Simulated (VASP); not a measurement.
Crystal: Ba.

```
Ba
1.0
    -2.51250    2.51250    2.51250
     2.51250   -2.51250    2.51250
     2.51250    2.51250   -2.51250
Ba
1
Cartesian
  0.0000 0.0000 0.0000
```

- Program: VASP 6.6.1
- Task: relaxation of cell and atoms
- Functional: PBEsol
- Potentials or basis: VASP PAW PBE potentials, release 64 (Ba_sv)
- Cutoff: 600 eV
- k mesh: 12 × 12 × 12
- Occupations: gaussian, width 0.1 eV
- Spin: no spin polarisation

At the start: pressure -0.7 GPa; volume 63.44 Å³/atom.

Task: How do energy, volume and symmetry change on relaxing?

Result: Over 5 steps the energy falls by 10.7 meV/atom and the volume is 58.54 Å³/atom (-7.7 %); space group Im-3m (No. 229, to 0.05 Å).

Step by step:
```tsv
step	energy change (eV)	largest force (eV/Å)	pressure (GPa)	volume (Å³)
1	0.0000	0.0000	-0.66	63.44
2	-0.0077	0.0000	-0.38	61.06
3	-0.0106	0.0000	0.07	57.99
4	-0.0107	0.0000	0.01	58.42
5	-0.0107	0.0000	-0.01	58.54
```

Final structure:
```
Ba
1.0
    -2.44600    2.44600    2.44600
     2.44600   -2.44600    2.44600
     2.44600    2.44600   -2.44600
Ba
1
Direct
  0.00000 0.00000 0.00000
```

Caveat: the PAW data sets were made with another functional, which shifts forces and pressure a little.
